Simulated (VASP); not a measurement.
# YHg (Pm-3m) in VASP: a series of runs

Runs on YHg. Level: LDA. Tasks: single point.

Program: VASP 6.6.1. These are calculated values, not measurements. Logs are shortened: lines on timing, memory, paths and dates and some standing lists are left out, and cuts for length are marked.

### 1 The crystal as given

The structure is cubic, space group Pm-3m (No. 221). Conventional cell: a = 3.680 Å, b = 3.680 Å, c = 3.680 Å, α = 90.00°, β = 90.00°, γ = 90.00°. Y (site symmetry m-3m) has 8 Hg at 3.19 Å as nearest neighbours. Hg (site symmetry m-3m) has 8 Y at 3.19 Å as nearest neighbours.

### 2 Single point, LDA, collinear spin, typed start

File INCAR:

```
ALGO = Fast ; EDIFF = 1E-6
ENCUT = 520 ; GGA = CA
ISIF = 2 ; ISMEAR = -1
ISPIN = 2 ; LASPH = True
LCHARG = False ; LMAXMIX = 4
LORBIT = 11 ; LREAL = False
LWAVE = False ; MAGMOM = 0.6 0
NBANDS = 22 ; NELM = 150
PREC = Accurate ; SIGMA = 0.08
```

File KPOINTS:

```
k-points
0
Gamma
  9 9 9
```

File POSCAR:

```
YHg
1.0
    3.6800000000      0.0000000000      0.0000000000
    0.0000000000      3.6800000000      0.0000000000
    0.0000000000      0.0000000000      3.6800000000
Y Hg
1 1
Direct
    0.5000000000      0.5000000000      0.5000000000
    0.0000000000      0.0000000000      0.0000000000
```

Potentials or basis: VASP PAW LDA potentials, release 64 (Y_sv, Hg).

Run with:

```bash
cat potpaw_LDA.64/Y_sv/POTCAR potpaw_LDA.64/Hg/POTCAR > POTCAR
mpirun -np 1 vasp_std > vasp.out
```

OUTCAR:

```text
EDIFF = 1E-6
   ENCUT = 520
   GGA = CA
   ISIF = 2
   ISMEAR = -1
   ISPIN = 2
   LASPH = True
   LORBIT = 11
   LREAL = False
   NELM = 150
   PREC = Accurate

 ion  position               nearest neighbor table
   1  0.500  0.500  0.500-   2 3.19   2 3.19   2 3.19   2 3.19   2 3.19   2 3.19   2 3.19   2 3.19

   2  0.000  0.000  0.000-   1 3.19   1 3.19   1 3.19   1 3.19   1 3.19   1 3.19   1 3.19   1 3.19

  LATTYP: Found a simple cubic cell.
 ALAT       =     3.6800000000

  Lattice vectors:

 A1 = (   3.6800000000,   0.0000000000,   0.0000000000)
 A2 = (   0.0000000000,   3.6800000000,   0.0000000000)
 A3 = (   0.0000000000,   0.0000000000,   3.6800000000)

Analysis of symmetry for initial positions (statically):
=====================================================================
 Subroutine PRICEL returns:
 Original cell was already a primitive cell.

 Routine SETGRP: Setting up the symmetry group for a
 simple cubic supercell.

 Subroutine GETGRP returns: Found 48 space group operations
 (whereof 48 operations were pure point group operations)
 out of a pool of 48 trial point group operations.

The static configuration has the point symmetry O_h .

Analysis of symmetry for dynamics (positions and initial velocities):
=====================================================================
 Subroutine PRICEL returns:
 Original cell was already a primitive cell.

 Routine SETGRP: Setting up the symmetry group for a
 simple cubic supercell.

 Subroutine GETGRP returns: Found 48 space group operations
 (whereof 48 operations were pure point group operations)
 out of a pool of 48 trial point group operations.

The dynamic configuration has the point symmetry O_h .

Analysis of structural, dynamic, and magnetic symmetry:
=====================================================================
 Subroutine PRICEL returns:
 Original cell was already a primitive cell.

 Routine SETGRP: Setting up the symmetry group for a
 simple cubic supercell.

 Subroutine GETGRP returns: Found 48 space group operations
 (whereof 48 operations were pure point group operations)
 out of a pool of 48 trial point group operations.

The overall configuration has the point symmetry O_h .

 Subroutine INISYM returns: Found 48 space group operations
 (whereof 48 operations are pure point group operations),
 and found     1 'primitive' translations

----------------------------------------------------------------------------------------

                                     Primitive cell

  volume of cell :      49.8360

  direct lattice vectors                    reciprocal lattice vectors
     3.680000000  0.000000000  0.000000000     0.271739130  0.000000000  0.000000000
     0.000000000  3.680000000  0.000000000     0.000000000  0.271739130  0.000000000
     0.000000000  0.000000000  3.680000000     0.000000000  0.000000000  0.271739130

  length of vectors
     3.680000000  3.680000000  3.680000000     0.271739130  0.271739130  0.271739130

  position of ions in fractional coordinates (direct lattice)
     0.500000000  0.500000000  0.500000000
     0.000000000  0.000000000  0.000000000

  ion indices of the primitive-cell ions
   primitive index   ion index
                 1           1
                 2           2

----------------------------------------------------------------------------------------

 KPOINTS: k-points

Automatic generation of k-mesh.
 Grid dimensions read from file:
 generate k-points for:    9    9    9

 Generating k-lattice:

  Cartesian coordinates                     Fractional coordinates (reciprocal lattice)
     0.030193237  0.000000000  0.000000000     0.111111111  0.000000000  0.000000000
     0.000000000  0.030193237  0.000000000     0.000000000  0.111111111  0.000000000
     0.000000000  0.000000000  0.030193237     0.000000000  0.000000000  0.111111111

  Length of vectors
     0.030193237  0.030193237  0.030193237

  Shift w.r.t. Gamma in fractional coordinates (k-lattice)
     0.000000000  0.000000000  0.000000000

 Subroutine IBZKPT returns following result:
 ===========================================

 Found     35 irreducible k-points:

 Following reciprocal coordinates:
            Coordinates               Weight
  0.000000  0.000000  0.000000      1.000000
  0.111111  0.000000  0.000000      6.000000
  0.222222  0.000000  0.000000      6.000000
  0.333333  0.000000  0.000000      6.000000
  0.444444  0.000000  0.000000      6.000000
  0.111111  0.111111  0.000000     12.000000
[... 16 lines left out ...]
  0.333333  0.333333  0.111111     24.000000
  0.444444  0.333333  0.111111     48.000000
 [... further k-points ...]
   k-points           NKPTS =     35   k-points in BZ     NKDIM =     35   number of bands    NBANDS=     22
   number of dos      NEDOS =    301   number of ions     NIONS =      2
   total plane-waves  NPLWV =  21952
   dimension x,y,z NGX =    28 NGY =   28 NGZ =   28
   dimension x,y,z NGXF=    56 NGYF=   56 NGZF=   56
   ions per type =               1   1
   NGX,Y,Z   is equivalent  to a cutoff of  12.65, 12.65, 12.65 a.u.
   NGXF,Y,Z  is equivalent  to a cutoff of  25.30, 25.30, 25.30 a.u.
 SYSTEM =  unknown system
   PREC   = accura    normal or accurate (medium, high low for compatibility)
   ISTART =      0    job   : 0-new  1-cont  2-samecut
   ICHARG =      2    charge: 1-file 2-atom 10-const
   ISPIN  =      2    spin polarized calculation?
   LNONCOLLINEAR =      F non collinear calculations
   LSORBIT =      F    spin-orbit coupling
   LASPH  =      T    aspherical Exc in radial PAW
   ENCUT  =  520.0 eV  38.22 Ry    6.18 a.u.   6.84  6.84  6.84*2*pi/ulx,y,z
   NELM   =    150;   NELMIN=  2; NELMDL= -5     # of ELM steps
   EDIFF  = 0.1E-05   stopping-criterion for ELM
   LREAL  =      F    real-space projection
   EDIFFG = 0.1E-04   stopping-criterion for IOM
   NSW    =      0    number of steps for IOM
   IBRION =     -1    ionic relax: 0-MD 1-quasi-New 2-CG
   NFREE  =      0    steps in history (QN), initial steepest desc. (CG)
   ISIF   =      2    stress and relaxation
   ISYM   =      2    0-nonsym 1-usesym 2-fastsym
   POTIM  = 0.5000    time-step for ionic-motion
   TEBEG  =    0.0;   TEEND  =   0.0 temperature during run
   PSTRESS=    0.0 pullay stress
   NELECT =      23.0000    total number of electrons
   NUPDOWN=      -1.0000    fix difference up-down
   EMIN   =  10.00;   EMAX   =-10.00  energy-range for DOS
   EFERMI =   0.00;   METHOD = LEGACY
   ISMEAR =    -1;   SIGMA  =   0.08  broadening in eV -4-tet -1-fermi 0-gaus
   EFERMI_NEDOS =   21; number of points for ismear=-14 and -15
   IALGO  =     68    algorithm
   IMIX   =      4    mixing-type and parameters
     AMIX     =   0.40;   BMIX     =  1.00
     AMIX_MAG =   1.60;   BMIX_MAG =  1.00
  volume/ion in A,a.u.               =      24.92       168.16
  Fermi-wavevector in a.u.,A,eV,Ry     =   1.265133  2.390755 21.776972  1.600562
  Thomas-Fermi vector in A             =   2.398402
   LORBIT       =     11    0 simple, 1 ext, 2 COOP (PROOUT), +10 PAW based schemes
   GGA     = CA    functional components
   LHFCALC =     F    Hartree Fock is set to
   AEXX    =    0.0000 exact exchange contribution
   IVDW    =     0    specifies the selected vdW correction
   LEPSILON=     F    determine dielectric tensor
   LRPA    =     F    only Hartree local field effects (RPA)
 spin polarized calculation
 RMM-DIIS sequential band-by-band and
  energy-cutoff  :      520.00
  volume of cell :       49.84
 maximum number of plane-waves:      1357
 NGX is ok and might be reduce to    28
   NGX = 13   NGY = 13   NGZ = 13

 number of electron      23.0000002 magnetization      -0.0002440

 number of electron      23.0000002 magnetization       0.0000636

 Free energy of the ion-electron system (eV)
  ---------------------------------------------------
  ext. energy  EPLUGINS =         0.00000000
  ---------------------------------------------------
  free energy    TOTEN  =        -9.21012338 eV

  energy without entropy =       -9.16839624  energy(sigma->0) =       -9.18925981

 E-fermi :   3.8445     XC(G=0): -10.8745

 val. band max:        3.8390308940   @ k =   0.2222   0.2222   0.2222
 cond. band min:       3.8669166300   @ k =   0.4444   0.0000   0.0000
 fundamental gap:      0.0278857360
 Fermi energy:         3.8444634257

 spin component 1

 k-point     1 :       0.0000    0.0000    0.0000
  band No.  band energies     occupation
      1     -39.0597      1.00000
      2     -19.0636      1.00000
      3     -19.0636      1.00000
      4     -19.0636      1.00000
      5      -4.1503      1.00000
      6      -3.9261      1.00000
[... 14 lines left out ...]
     21      16.3941      0.00000
     22      16.3942      0.00000
[... 552 lines left out ...]
  band No.  band energies     occupation
      1     -39.0294      1.00000
      2     -19.2855      1.00000
      3     -19.2238      1.00000
      4     -19.0548      1.00000
      5      -3.8312      1.00000
      6      -3.6763      1.00000
[... 14 lines left out ...]
     21      14.7241      0.00000
     22      16.9922      0.00000

 [... further k-points ...]

 spin component 2

 k-point     1 :       0.0000    0.0000    0.0000
  band No.  band energies     occupation
      1     -39.0598      1.00000
      2     -19.0637      1.00000
      3     -19.0637      1.00000
      4     -19.0637      1.00000
      5      -4.1503      1.00000
      6      -3.9261      1.00000
[... 14 lines left out ...]
     21      16.3942      0.00000
     22      16.3949      0.00000
[... 552 lines left out ...]
  band No.  band energies     occupation
      1     -39.0295      1.00000
      2     -19.2855      1.00000
      3     -19.2238      1.00000
      4     -19.0548      1.00000
      5      -3.8312      1.00000
      6      -3.6763      1.00000
[... 14 lines left out ...]
     21      14.7241      0.00000
     22      16.9923      0.00000

 [... further k-points ...]

------------------------ aborting loop because EDIFF is reached ----------------------------------------

  FORCE on cell =-STRESS in cart. coord.  units (eV):
  Direction    XX          YY          ZZ          XY          YZ          ZX
  --------------------------------------------------------------------------------------
  -------------------------------------------------------------------------------------
  Total       -0.9747350     -0.9747350     -0.9747350      0.0000000      0.0000000      0.0000000
  in kB      -31.3367309    -31.3367309    -31.3367309      0.0000000      0.0000000      0.0000000
  external PRESSURE =     -31.3367309 kB  Pullay stress =       0.0000000 kB

 VOLUME and BASIS-vectors are now :
 -----------------------------------------------------------------------------
  energy-cutoff  :      520.00
  volume of cell :       49.84
      direct lattice vectors                 reciprocal lattice vectors
     3.680000000  0.000000000  0.000000000     0.271739130  0.000000000  0.000000000
     0.000000000  3.680000000  0.000000000     0.000000000  0.271739130  0.000000000
     0.000000000  0.000000000  3.680000000     0.000000000  0.000000000  0.271739130

 POSITION                                       TOTAL-FORCE (eV/Angst)
 -----------------------------------------------------------------------------------
      1.84000      1.84000      1.84000         0.000000      0.000000      0.000000
      0.00000      0.00000      0.00000         0.000000      0.000000      0.000000
 -----------------------------------------------------------------------------------
    total drift:                               -0.000000      0.000000      0.000000

  FREE ENERGIE OF THE ION-ELECTRON SYSTEM (eV)
  ---------------------------------------------------
  free  energy   TOTEN  =        -9.2101233784 eV

  energy  without entropy=       -9.1683962362  energy(sigma->0) =       -9.18925981

 total charge

# of ion       s       p       d       f       tot
--------------------------------------------------
    1        2.223   6.318   0.898   0.022   9.461
    2        0.895   0.503   9.213   0.000  10.610
--------------------------------------------------
tot          3.118   6.821  10.110   0.022  20.070

 magnetization (x)

# of ion       s       p       d       f       tot
--------------------------------------------------
    1        0.000   0.000   0.000  -0.000   0.000
    2       -0.000   0.000  -0.000   0.000  -0.000
--------------------------------------------------
tot          0.000   0.000   0.000  -0.000   0.000
```

Run time: 45 s. Hardware: 1 thread of Intel Xeon Platinum 8488C (Sapphire Rapids), shared host; peak memory 0.2 GiB.

What came out:

```yaml
Free_energy: -9.2101 eV
Pressure: -3.1 GPa
Band_gap_on_the_k_mesh: none (metal or under the smearing width)
Net_moment: 0.00 μB per cell
Valence_electrons_inside_the_program's_atomic_spheres: Y 9.46; Hg 10.61
```

The run has no spin-orbit coupling, so splittings on Hg are missing.

(Part 1 of 2 ends here.)
